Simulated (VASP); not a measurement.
Given:

```yaml
crystal:
  lattice:
    - [0.00000, 2.22881, 2.22881]
    - [2.22881, 0.00000, 2.22881]
    - [2.22881, 2.22881, 0.00000]
  atoms:
    - { symbol: Nb, position: [0.00000, 0.00000, 0.00000] }
    - { symbol: C, position: [0.50000, 0.50000, 0.50000] }
```

Method: PBE GGA with D4 dispersion, VASP's PBE PAW potentials (set 64) (plane waves; VASP). Settings: 520 eV cut-off, Gaussian smearing of 0.050 eV, potentials Nb_sv C.

**Question.** Give the energies of bands 6 to 11 at the high-symmetry points, in eV from the Fermi level.

**Answer.** 
```tsv
band	Γ	X	U	L	W
6	-1.35	-4.25	-5.22	-7.64	-4.70
7	-1.35	-3.89	-4.26	-5.20	-4.43
8	-1.35	-1.35	-3.55	-5.20	-4.43
9	-0.27	-1.35	-0.34	2.13	1.52
10	-0.27	1.98	2.49	2.13	1.52
11	-0.27	3.24	3.43	3.58	3.25
```

It has no gap at this level: it comes out as a metal or semimetal.

The compound is NbC in the rock salt structure. It was relaxed first. The electron count is odd and the run is not spin-polarised, which forces a metal.
